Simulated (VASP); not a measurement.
# Cd (Cadmium) with LDA: from relaxation to properties, part 2 of 4

What structure does Cd (Cadmium) take at this level, and what are its properties? The start is a cell from a database of measured crystal structures.

VASP 6.6.1; LDA; plane waves and PAW (Cd).

Still holding for the runs below: The k-mesh is coarse for a metal.

So far. Step 2 (Relaxing cell and atoms (LDA)): It ends with forces that vanish by symmetry and a pressure of 0.03 GPa. The volume lies -7.6 % from that of the database's start, which holds the thermal and zero-point expansion of its experiment. LDA is known to overbind. Step 3 (Second relaxation): It ends with forces that vanish by symmetry and a pressure of 0.02 GPa.

## (4) Density, ELF and potential (LDA)

A single point on the relaxed cell gives a clean self-consistent state, with density, ELF and potential written out.

Input file INCAR:

```
SYSTEM = Cd
PREC = Accurate
ENCUT = 400
EDIFF = 1E-06
NELM = 100
ISMEAR = 1
SIGMA = 0.2
LREAL = .FALSE.
ALGO = Normal
GGA = CA
NBANDS = 18
LORBIT = 11
LWAVE = .FALSE.
LCHARG = .TRUE.
ISIF = 2
LELF = .TRUE.
LVHAR = .TRUE.
```

Input file POSCAR:

```
Cd
1.0
    2.9162855649      0.0000000000      0.0000000000
   -1.4581427824      2.5255773839      0.0000000000
    0.0000000000      0.0000000000      5.3945994618
Cd
2
Direct
    0.3333333333      0.6666666667      0.2500000000
    0.6666666667      0.3333333333      0.7500000000
```

Input file KPOINTS:

```
Automatic mesh
0
Gamma
10 10 5
0 0 0
```

Potentials, in the order of the species: Cd (LDA family, release 64).

On the command line:

```console
$ mpirun -np 2 vasp_std
```

Log:

```text
[banner, memory and clock lines left out]
running    2 mpi-ranks, on    1 nodes
 distrk:  each k-point on    2 cores,    1 groups
 distr:  one band on    1 cores,    2 groups

 POSCAR found type information on POSCAR Cd
 POSCAR found :  1 types and       2 ions
 LDA part: xc-table for (Slater(with rela. corr.)+CA(PZ))
 , standard interpolation
 POSCAR, INCAR and KPOINTS ok, starting setup
 FFT: planning ... GRIDC
 FFT: planning ... GRID_SOFT
 FFT: planning ... GRID
 WAVECAR not read
 entering main loop
       N       E                     dE             d eps       ncg     rms          rms(c)
DAV:   1     0.155072285134E+03    0.15507E+03   -0.11584E+04  1520   0.112E+03
DAV:   2     0.162894125858E+00   -0.15491E+03   -0.15030E+03  1538   0.325E+02
DAV:   3    -0.322386747828E+01   -0.33868E+01   -0.33804E+01  1736   0.562E+01
DAV:   4    -0.322954122760E+01   -0.56737E-02   -0.56734E-02  1726   0.207E+00
DAV:   5    -0.322955837887E+01   -0.17151E-04   -0.17152E-04  1644   0.117E-01    0.570E+00
DAV:   6    -0.307257446158E+01    0.15698E+00   -0.34547E-01  1632   0.759E+00    0.435E+00
DAV:   7    -0.305407257827E+01    0.18502E-01   -0.35534E-02  1734   0.178E+00    0.184E+00
DAV:   8    -0.305157844907E+01    0.24941E-02   -0.44032E-03  1574   0.909E-01    0.985E-02
DAV:   9    -0.305158695838E+01   -0.85093E-05   -0.16032E-05  1750   0.464E-02    0.390E-02
DAV:  10    -0.305159308916E+01   -0.61308E-05   -0.54017E-06  1652   0.270E-02    0.292E-03
DAV:  11    -0.305159312549E+01   -0.36331E-07   -0.92810E-08   828   0.320E-03
   1 F= -.30515931E+01 E0= -.30517394E+01  d E =0.438830E-03
```

Run time: 8.8 s. Hardware: 2 MPI ranks of AMD EPYC 7R43, shared host; peak memory 0.17 GiB.

From OUTCAR (step 4):

```text
  LATTYP: Found a hexagonal cell.
 ALAT       =     2.9162855649
 C/A-ratio  =     1.8498186620

 Found     42 irreducible k-points:

   ENCUT  =  400.0 eV  29.40 Ry    5.42 a.u.   4.76  4.76  8.80*2*pi/ulx,y,z

   NELECT =      24.0000    total number of electrons

 E-fermi :   3.2892

 k-point     1 :       0.0000    0.0000    0.0000
  band No.  band energies     occupation
    ...
      9      -5.4655      2.00000
     10      -5.1293      2.00000
     11      -5.1293      2.00000
     12       0.0040      2.00000
     13       0.5850      2.00000
     14      14.9082      0.00000
     15      18.0864      0.00000
     16      18.7140      0.00000
     17      18.7140      0.00000
     18      19.5042      0.00000

 k-point     2 :       0.1000    0.0000    0.0000
  band No.  band energies     occupation
    ...
      9      -5.5046      2.00000
     10      -5.2883      2.00000
     11      -5.1251      2.00000
     12       0.4432      2.00000
     13       0.7231      2.00000
     14      15.2600      0.00000
     15      15.3608      0.00000
     16      17.0506      0.00000
     17      17.8056      0.00000
     18      19.4595      0.00000

  Total       -0.0006546     -0.0006546     -0.0146327     -0.0000000      0.0000000      0.0000000
  in kB       -0.0263940     -0.0263940     -0.5900451     -0.0000000      0.0000000      0.0000000
  external PRESSURE =      -0.2142777 kB  Pullay stress =       0.0000000 kB

  energy-cutoff  :      400.00
  volume of cell :       39.73
      direct lattice vectors                 reciprocal lattice vectors
     2.916285565  0.000000000  0.000000000     0.342901948  0.197974532  0.000000000
    -1.458142782  2.525577384  0.000000000     0.000000000  0.395949064  0.000000000
     0.000000000  0.000000000  5.394599462     0.000000000  0.000000000  0.185370574

 POSITION                                       TOTAL-FORCE (eV/Angst)
 -----------------------------------------------------------------------------------
     -0.00000      1.68372      1.34865         0.000000     -0.000000      0.000000
      1.45814      0.84186      4.04595        -0.000000      0.000000      0.000000
 -----------------------------------------------------------------------------------
    total drift:                               -0.000000      0.000000      0.000000

  FREE ENERGIE OF THE ION-ELECTRON SYSTEM (eV)
  ---------------------------------------------------
  free  energy   TOTEN  =        -3.0515931255 eV

  energy  without entropy=       -3.0520319552  energy(sigma->0) =       -3.05173940

 total charge
# of ion       s       p       d       tot
------------------------------------------
    1        0.539   0.354   9.471  10.364
    2        0.539   0.354   9.471  10.364
--------------------------------------------------
tot          1.078   0.708  18.942  20.728

[... 4 parts as in an earlier step ...]

[... 7 further parts left out ...]
```

This step gave:

```
electronic steps        : 11
energy at zero smearing : -3.052 eV
pressure                : -0.02143 GPa
```

Valence electrons inside each PAW sphere by angular momentum. Sphere charges, by row:

| atom | s (e) | p (e) | d (e) | tot (e) |
| --- | --- | --- | --- | --- |
| Cd1 | 0.539 | 0.354 | 9.471 | 10.36 |
| Cd2 | 0.539 | 0.354 | 9.471 | 10.36 |

ELF in the ac plane at fractional y = 0.333, with atoms of Cd within 0.2 Å of it. It is the smooth field of the valence electrons, not physical close to the nuclei.

Ten even steps from '0' (0.00) to '9' (0.33):
```
555555555666555
666666567888765
677776789878987
667766885323588
767767851000158
867768830000038
867768830000038
867768840000048
767767973101379
667766897555798
677776678999876
666666556777655
555555555555555
555555556666655
665566666676666
666666677888776
667766678999876
788887668999866
889988668999866
898898768999867
899998668999866
788987668999866
678876678999876
666666678898876
655556677777776
555555556666655
555555555555555
```
Columns run along a (2.9 Å), rows up along c (5.4 Å). Atoms in or near the plane, at fractional coordinates: Cd at (0.67, 0.75).

Valence density in the ac plane at fractional y = 0.333, with atoms of Cd within 0.2 Å of it. It is the smooth field of the valence electrons, not physical close to the nuclei.

Values in e/Å³, 24 rows by 15 columns, each cell a mean:
```
0.1 0.1 0.1 0.1 0.1 0.1 0.2 0.2 0.3 0.3 0.3 0.3 0.3 0.2 0.2
0.2 0.1 0.1 0.1 0.1 0.2 0.3 0.4 0.6 0.8 0.9 0.8 0.6 0.4 0.3
0.3 0.2 0.2 0.2 0.2 0.3 0.5 0.9 1.5 2.1 2.4 2.1 1.5 0.9 0.5
0.4 0.2 0.2 0.2 0.2 0.4 0.8 1.8 3.2 4.5 5.0 4.4 3.1 1.8 0.8
0.5 0.3 0.2 0.2 0.3 0.5 1.2 2.8 4.9 7.0 7.9 7.0 4.9 2.8 1.2
0.6 0.3 0.2 0.2 0.3 0.6 1.4 3.3 5.8 8.3 9.4 8.3 5.8 3.3 1.4
0.5 0.3 0.2 0.2 0.3 0.5 1.3 2.9 5.1 7.3 8.3 7.3 5.1 2.9 1.3
0.4 0.2 0.2 0.2 0.2 0.4 0.9 1.9 3.4 4.8 5.4 4.8 3.4 1.9 0.9
0.3 0.2 0.2 0.2 0.2 0.3 0.5 0.9 1.5 2.2 2.5 2.2 1.5 0.9 0.5
0.2 0.1 0.1 0.1 0.1 0.2 0.3 0.4 0.6 0.8 0.9 0.8 0.6 0.4 0.3
0.1 0.1 0.1 0.1 0.1 0.1 0.2 0.2 0.3 0.3 0.3 0.3 0.3 0.2 0.2
0.1 0.1 0.1 0.1 0.1 0.1 0.1 0.1 0.2 0.2 0.2 0.2 0.2 0.1 0.1
0.1 0.1 0.1 0.1 0.1 0.1 0.1 0.1 0.1 0.1 0.1 0.1 0.1 0.1 0.1
0.2 0.2 0.2 0.2 0.2 0.2 0.2 0.1 0.1 0.1 0.1 0.1 0.1 0.1 0.2
0.3 0.3 0.4 0.4 0.3 0.3 0.2 0.2 0.2 0.1 0.1 0.1 0.2 0.2 0.2
0.4 0.5 0.6 0.6 0.5 0.4 0.3 0.2 0.2 0.2 0.2 0.2 0.2 0.2 0.3
0.5 0.7 0.9 0.9 0.7 0.5 0.4 0.3 0.2 0.2 0.2 0.2 0.2 0.3 0.4
0.6 0.8 1.0 1.0 0.8 0.6 0.4 0.3 0.2 0.2 0.2 0.2 0.2 0.3 0.4
0.5 0.7 0.9 0.9 0.7 0.5 0.4 0.3 0.2 0.2 0.2 0.2 0.2 0.3 0.4
0.4 0.5 0.6 0.6 0.5 0.4 0.3 0.2 0.2 0.2 0.2 0.2 0.2 0.2 0.3
0.3 0.3 0.4 0.4 0.3 0.3 0.2 0.2 0.2 0.1 0.1 0.1 0.2 0.2 0.2
0.2 0.2 0.2 0.2 0.2 0.2 0.2 0.1 0.1 0.1 0.1 0.1 0.1 0.1 0.2
0.1 0.1 0.2 0.2 0.1 0.1 0.1 0.1 0.1 0.1 0.1 0.1 0.1 0.1 0.1
0.1 0.1 0.1 0.1 0.1 0.1 0.1 0.1 0.2 0.2 0.2 0.2 0.2 0.1 0.1
```
Columns run along a (2.9 Å), rows up along c (5.4 Å). Atoms in or near the plane, at fractional coordinates: Cd at (0.67, 0.75).

Electrostatic potential energy in the ac plane at fractional y = 0.333, with atoms of Cd within 0.2 Å of it. With pseudopotentials it is smooth inside the atoms' cores, unlike the true potential.

Values in eV, 24 rows by 15 columns, each cell a mean:
```
  1   1   2   2   1   1   0  -2  -3  -4  -5  -4  -3  -2   0
 -1   1   2   1   1  -1  -3  -6  -9 -10 -11 -10  -9  -6  -3
 -3   0   1   1   0  -3  -7 -11 -13 -14 -14 -14 -13 -11  -7
 -6  -2   0   0  -2  -6 -11 -13 -15 -16 -16 -16 -15 -13 -11
 -8  -3  -1  -1  -3  -8 -13 -15 -16 -16 -16 -16 -16 -15 -12
 -9  -4  -1  -1  -4  -9 -13 -15 -16 -16 -16 -16 -16 -15 -13
 -9  -3  -1  -1  -3  -9 -13 -15 -16 -16 -16 -16 -16 -15 -13
 -6  -2   0   0  -2  -7 -11 -14 -15 -16 -16 -16 -15 -14 -11
 -3   0   1   1   0  -3  -8 -11 -13 -14 -14 -14 -13 -11  -8
 -1   1   1   1   1  -1  -3  -6  -9 -10 -11 -10  -9  -6  -3
  1   1   2   2   1   1   0  -2  -4  -5  -5  -5  -4  -2   0
  1   1   2   2   1   1   1   0   0  -1  -1  -1   0   0   1
  1   1   0   0   1   1   1   1   1   1   1   1   1   1   1
 -1  -1  -2  -2  -1  -1   0   1   1   2   2   2   1   1   0
 -3  -5  -5  -5  -5  -3  -1   0   1   2   2   2   1   0  -1
 -6  -8  -9  -9  -8  -6  -3  -1   0   1   1   1   0  -1  -3
 -9 -11 -11 -11 -10  -8  -5  -2   0   1   1   1   0  -2  -5
 -9 -11 -12 -12 -11  -9  -6  -3   0   1   1   1  -1  -3  -6
 -9 -11 -11 -11 -10  -8  -5  -2   0   1   1   1   0  -2  -5
 -6  -8  -9  -9  -8  -6  -4  -1   0   1   1   1   0  -1  -4
 -3  -5  -6  -6  -5  -3  -2   0   1   2   2   2   1   0  -2
 -1  -2  -2  -2  -2  -1   0   1   1   2   2   2   1   1   0
  1   0   0   0   0   1   1   1   1   1   1   1   1   1   1
  1   1   1   1   1   1   1   1   0   0   0   0   0   1   1
```
Columns run along a (2.9 Å; values clipped at the 3rd and 97th percentile), rows up along c (5.4 Å). Atoms in or near the plane, at fractional coordinates: Cd at (0.67, 0.75).

In this run the pressure is -0.02 GPa, small enough to go on.

## (5) Bands along the symmetry lines (LDA)

The mesh alone shows little of the dispersion and can miss band extrema, so KPOINTS_OPT adds a path through the symmetry points after the self-consistent cycle.

Input file INCAR:

```
SYSTEM = Cd
PREC = Accurate
ENCUT = 400
EDIFF = 1E-06
NELM = 100
ISMEAR = 1
SIGMA = 0.2
LREAL = .FALSE.
ALGO = Normal
GGA = CA
NBANDS = 24
LORBIT = 11
LWAVE = .FALSE.
LCHARG = .FALSE.
KPAR = 2
```

POSCAR is that of step 4.

KPOINTS is that of step 4.

Input file KPOINTS_OPT:

```
Line mode
16
Line-mode
Reciprocal
  0.00000000   0.00000000   0.00000000 GAMMA
  0.50000000   0.00000000   0.00000000 M

  0.50000000   0.00000000   0.00000000 M
  0.33333333   0.33333333   0.00000000 K

  0.33333333   0.33333333   0.00000000 K
  0.00000000   0.00000000   0.00000000 GAMMA

  0.00000000   0.00000000   0.00000000 GAMMA
  0.00000000   0.00000000   0.50000000 A

  0.00000000   0.00000000   0.50000000 A
  0.50000000   0.00000000   0.50000000 L

  0.50000000   0.00000000   0.50000000 L
  0.33333333   0.33333333   0.50000000 H

  0.33333333   0.33333333   0.50000000 H
  0.00000000   0.00000000   0.50000000 A

  0.50000000   0.00000000   0.50000000 L
  0.50000000   0.00000000   0.00000000 M

  0.33333333   0.33333333   0.00000000 K
  0.33333333   0.33333333   0.50000000 H
```

On the command line:

```console
$ mpirun -np 2 vasp_std
```

Log:

```text
[... set-up lines as in an earlier step ...]
 entering main loop
       N       E                     dE             d eps       ncg     rms          rms(c)
DAV:   1     0.169950454619E+03    0.16995E+03   -0.10798E+04  2024   0.834E+02
DAV:   2     0.113487539796E+01   -0.16882E+03   -0.16031E+03  2336   0.265E+02
DAV:   3    -0.322128898374E+01   -0.43562E+01   -0.43495E+01  2384   0.479E+01
DAV:   4    -0.322953117966E+01   -0.82422E-02   -0.82420E-02  2280   0.213E+00
DAV:   5    -0.322955832610E+01   -0.27146E-04   -0.27146E-04  2432   0.115E-01    0.570E+00
DAV:   6    -0.307268945979E+01    0.15687E+00   -0.23031E-01  2360   0.569E+00    0.435E+00
DAV:   7    -0.305406475355E+01    0.18625E-01   -0.23295E-02  2408   0.133E+00    0.184E+00
DAV:   8    -0.305157672874E+01    0.24880E-02   -0.43825E-03  2120   0.699E-01    0.887E-02
DAV:   9    -0.305158688181E+01   -0.10153E-04   -0.10080E-05  2480   0.283E-02    0.360E-02
DAV:  10    -0.305159309375E+01   -0.62119E-05   -0.51727E-06  2152   0.205E-02    0.252E-03
DAV:  11    -0.305159312594E+01   -0.32194E-07   -0.77898E-08  1192   0.240E-03
   1 F= -.30515931E+01 E0= -.30517394E+01  d E =0.438805E-03
 Start KPOINTS_OPT (optional k-point list driver)
k-point batch [1-42\144]
       N       E                     dE             ncg
DAV:   1     0.241637483082E+04   -0.26854E+05     2048
DAV:   2    -0.459991775477E+04   -0.70163E+04     2296
DAV:   3    -0.478556069667E+04   -0.18564E+03     2456
DAV:   4    -0.478589833370E+04   -0.33764E+00     2248
DAV:   5    -0.478589949791E+04   -0.11642E-02     2416
DAV:   6    -0.478589950370E+04   -0.57891E-05     2048
DAV:   7    -0.478589950395E+04   -0.25061E-06     1784
[...]
k-point batch [127-144\144]
       N       E                     dE             ncg
DAV:   1     0.179513563818E+05   -0.16002E+05      864
DAV:   2     0.150250168564E+05   -0.29263E+04     1000
DAV:   3     0.149473786666E+05   -0.77638E+02     1024
DAV:   4     0.149472390118E+05   -0.13965E+00     1088
DAV:   5     0.149472385118E+05   -0.50002E-03     1056
DAV:   6     0.149472385093E+05   -0.24822E-05      968
DAV:   7     0.149472385092E+05   -0.90693E-07      744
```

Elapsed: 28 s, on 2 MPI ranks; peak memory 0.22 GiB; 43 s of CPU time.

Parts of OUTCAR (step 5):

```text
   k-points           NKPTS =     42   k-points in BZ     NKDIM =     42   number of bands    NBANDS=     24

   NELECT =      24.0000    total number of electrons

 E-fermi :   3.2891

 k-point     1 :       0.0000    0.0000    0.0000
  band No.  band energies     occupation
    ...
      9      -5.4655      2.00000
     10      -5.1293      2.00000
     11      -5.1293      2.00000
     12       0.0040      2.00000
     13       0.5850      2.00000
     14      14.9082      0.00000
     15      18.0864      0.00000
     16      18.7140      0.00000
     17      18.7140      0.00000
     18      19.5024      0.00000
    ...

  Total       -0.0006391     -0.0006391     -0.0144295     -0.0000000     -0.0000000      0.0000000
  in kB       -0.0257706     -0.0257706     -0.5818495     -0.0000000     -0.0000000      0.0000000
  external PRESSURE =      -0.2111303 kB  Pullay stress =       0.0000000 kB

  FREE ENERGIE OF THE ION-ELECTRON SYSTEM (eV)
  ---------------------------------------------------
  free  energy   TOTEN  =        -3.0515931259 eV

  energy  without entropy=       -3.0520319311  energy(sigma->0) =       -3.05173939

[... 11 parts as in an earlier step ...]

[... 6 further parts left out ...]
```

Spin-orbit coupling is off here; it would split degenerate levels.

This step gave:

```
bands    : 24
pressure : -0.02111 GPa
```

Electronic bands along the path, in eV, zero at the Fermi level; # counts the bands kept, so #1 is VASP's band 5:

| point | #5 | #6 | #7 | #8 | #9 | #10 | #11 | #12 |
| --- | --- | --- | --- | --- | --- | --- | --- | --- |
| Γ | -8.75 | -8.42 | -8.42 | -3.29 | -2.70 | 11.62 | 14.80 | 15.42 |
| 0.47 of the way | -8.79 | -8.41 | -7.91 | -1.84 | -1.20 | 6.84 | 11.11 | 12.03 |
| M | -8.14 | -8.11 | -2.56 | -1.90 | 2.28 | 3.17 | 3.73 | 5.68 |
| 0.47 of the way | -8.34 | -8.31 | -1.85 | -1.46 | 2.88 | 3.76 | 4.01 | 5.24 |
| K | -8.57 | -8.57 | 0.03 | 0.03 | 0.37 | 4.74 | 5.44 | 5.44 |
| 0.47 of the way | -8.49 | -8.46 | -6.57 | -1.01 | 0.08 | 5.82 | 6.31 | 11.16 |
| Γ | -8.75 | -8.42 | -8.42 | -3.29 | -2.70 | 11.62 | 14.80 | 15.42 |
| 0.53 of the way | -8.68 | -8.46 | -8.46 | -5.91 | 0.66 | 8.32 | 14.85 | 15.72 |
| A | -8.56 | -8.56 | -7.76 | -7.76 | 4.35 | 4.35 | 15.13 | 15.13 |
| 0.53 of the way | -8.58 | -8.58 | -5.78 | -5.78 | 5.86 | 5.86 | 7.22 | 7.22 |
| L | -8.12 | -8.12 | -1.74 | -1.74 | 0.27 | 0.27 | 8.74 | 8.74 |
| 0.53 of the way | -8.40 | -8.40 | -0.73 | -0.73 | 0.66 | 0.66 | 5.98 | 5.98 |
| H | -8.43 | -8.43 | 1.04 | 1.04 | 1.77 | 1.77 | 1.98 | 1.98 |
| 0.47 of the way | -8.40 | -8.40 | -5.07 | -5.07 | 6.39 | 6.39 | 7.25 | 7.25 |
| A | -8.56 | -8.56 | -7.76 | -7.76 | 4.35 | 4.35 | 15.13 | 15.13 |
| jump to L | -8.12 | -8.12 | -1.74 | -1.74 | 0.27 | 0.27 | 8.74 | 8.74 |
| 0.47 of the way | -8.13 | -8.11 | -2.25 | -1.77 | 1.08 | 1.13 | 6.57 | 7.37 |
| M | -8.14 | -8.11 | -2.56 | -1.90 | 2.28 | 3.17 | 3.73 | 5.68 |
| jump to K | -8.57 | -8.57 | 0.03 | 0.03 | 0.37 | 4.74 | 5.44 | 5.44 |
| 0.47 of the way | -8.50 | -8.50 | 0.30 | 0.30 | 0.75 | 3.32 | 3.32 | 3.71 |
| H | -8.43 | -8.43 | 1.04 | 1.04 | 1.77 | 1.77 | 1.98 | 1.98 |

The electronic bands as a text plot (rows in eV, shown from -8.0 to 5.7 only):

```
    5.4 |    *   * * *   *        *   *              **      *
    4.9 |           ***  *          **        *   *    *    **
    4.3 |       *  *               *    *         *     *     *
    3.7 |        **** *                                       *
    3.1 |     * ****   **         *              *             *
    2.6 |        ** *  **                *     ***          *  **
    2.0 |      **      *                        *           *   *
    1.4 |      *                 *             *           *    *
    0.9 |            ** **                *  ***          *    **
    0.3 |     **          *                **   *        **  ***
   -0.3 |            *   *                    *
   -0.9 |    **     * *   *     *            *   *
   -1.4 |   **  *  *       *                *            **
   -2.0 |  **    ***       *              **             ****
   -2.6 |***     **         ****                  *        **
   -3.1 |*      *      *      *          *
   -3.7 |                      *
   -4.3 |               *                          *
   -4.9 |      *                *       *           *
   -5.4 |
   -6.0 |     *          *       *     *             *
   -6.6 |                 *           *               *
   -7.1 |    *                    * **                 *
   -7.7 |                  *       *                    *
         Γ       M   K         Γ   A       L   H        A|L M|K H
```

There is no gap at this level.

(Continued in part 3 of 4.)

[Lines on the potential files, build, host, timing and source positions are cut from VASP's logs without a mark.]

[Logs are printed without paths, hosts, clocks, repeated set-up lines and the standing remarks that a program may print on its own settings, such as how far it seeks lower states.]

[Hosts, paths, dates, database ids (printed as entryN), source tags and the programs' standing remarks are cut or masked in the printed files.]

[A measured line is paired with the nearest computed mode of its activity, which favours agreement.]
